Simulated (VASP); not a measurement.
MnGe (relaxed from the WC structure, space group P-6m2): computed properties

Method: PBEsol GGA, VASP's PBE PAW potentials (set 64) (plane waves; VASP).

```json
{
 "space_group": "P-6m2 (187)",
 "cell": "a = 2.8526 Å, b = 2.8526 Å, c = 3.5659 Å, α = 90.00°, β = 90.00°, γ = 120.00°",
 "volume_per_atom": "12.56 Å³/atom",
 "band gap (over mesh and band path)": "none (metal, semimetal or under 0.01 eV)",
 "cell_moment": "0.81 μB",
 "density": "8.43 g/cm³"
}
```

```xyz
2
Lattice="2.8526 0.0000 0.0000 -1.4263 2.4704 0.0000 0.0000 0.0000 3.5659" Properties=species:S:1:pos:R:3 pbc="T T T"
Mn     0.0000     0.0000     0.0000
Ge     1.4263     0.8235     1.7829
```
Starting moments (μB, in the order of the record's atoms Mn Ge): 0.8 0.0.

The moments were started parallel, and other spin orders were not tried in this run.

The structure was generated: MnGe was put into the WC type (P-6m2), which need not be its known phase. It was relaxed first, which changed the volume by -20 %. Symmetry was kept, so distortions that lower it aren't found.
